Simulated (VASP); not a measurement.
Wanted: the native input for a VASP 6.6.1 run.

```yaml
Task: relaxation of the atoms
Functional: PBE
Potentials_or_basis: VASP PAW PBE potentials, release 64 (Hg, Te)
Cutoff: 600 eV
k_mesh: 10 × 10 × 10
Occupations: gaussian, width 0.03 eV
Spin: no spin polarisation
Further_INCAR_settings: ALGO = Normal; EDIFF = 1e-07; IBRION = 2; EDIFFG = -0.01; NSW = 40
```

The structure of HgTe (Coloradoite) lies in POSCAR:

```
HgTe                                    
1.0
    0.0000000000      3.3928628275      3.3928628275
    3.3928628275      0.0000000000      3.3928628275
    3.3928628275      3.3928628275     -0.0000000000
  Hg              Te            
     1     1
Direct
     1.0000000000000000    0.0000000000000000    1.0000000000000000
     0.2500000000000000    0.2500000000000000    0.2500000000000000
```

The cell isn't the ideal one: a relaxed cell with its volume scaled by 1.06.

One way to write it, as run:

INCAR

```
SYSTEM = HgTe
ALGO = Normal
EDIFF = 1E-7
EDIFFG = -0.01
ENCUT = 600
GGA = PE
IBRION = 2
ISIF = 2
ISMEAR = 0
LASPH = .True.
LCHARG = .False.
LREAL = .False.
LWAVE = .False.
NELM = 80
NSW = 40
PREC = Accurate
SIGMA = 0.03
```

KPOINTS

```
k-points
0
Gamma
  10 10 10
  0 0 0
```

Potentials or basis: VASP PAW PBE potentials, release 64 (Hg, Te).

Launch:

```bash
$ cat potpaw_PBE.64/Hg/POTCAR potpaw_PBE.64/Te/POTCAR > POTCAR
$ mpirun -np 1 vasp_std > vasp.out
```

It gave:

| Quantity | Value |
| --- | --- |
| Pressure after relaxing | -1.7 GPa |
| Band gap on the k mesh | none (metal or under the smearing width) |

Caveat: the relaxation stopped at its first step, so nothing moved.

Wall time 44 s on 1 thread of Intel(R) Xeon(R) Platinum 8259CL CPU @ 2.50GHz (Skylake/Cascade Lake), on a shared host, peak memory 0.27 GiB.
